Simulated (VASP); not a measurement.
Here is the system:

```xyz
2
Lattice="0.0000 2.9658 2.9658 2.9658 0.0000 2.9658 2.9658 2.9658 0.0000" Properties=species:S:1:pos:R:3 pbc="T T T"
Hg     0.0000     0.0000     0.0000
S      1.4829     1.4829     1.4829
```

All values below come from PBE GGA, VASP's PBE PAW potentials (set 64) (plane waves; VASP). Numerical set-up: 300 eV cut-off, 8×8×8 Γ-centred mesh, Fermi-Dirac smearing of 0.10 eV, potentials Hg S.

Task: Give the energies of bands 2 to 11 at the high-symmetry points, in eV from the Fermi level.

Result: 
```
band      Γ      X      U      L      W
----  -----  -----  -----  -----  -----
2     -6.85  -6.70  -6.60  -6.66  -6.53
3     -6.85  -6.27  -6.38  -6.66  -6.40
4     -6.85  -6.27  -6.19  -5.95  -6.11
5     -6.01  -5.87  -5.94  -5.95  -6.07
6     -6.01  -5.62  -5.43  -5.64  -5.32
7     -0.51  -4.68  -4.90  -5.24  -4.94
8      0.00  -2.17  -2.69  -0.90  -2.61
9      0.00  -2.17  -1.76  -0.90  -2.19
10     0.00   3.17   3.27   1.58   3.71
11     6.09   3.51   4.75   6.79   5.35
```

It has no gap at this level: it comes out as a metal or semimetal.

The structure comes from a computed database's HgS entry; how it stands against other phases isn't given here. The cell was not relaxed at this level.
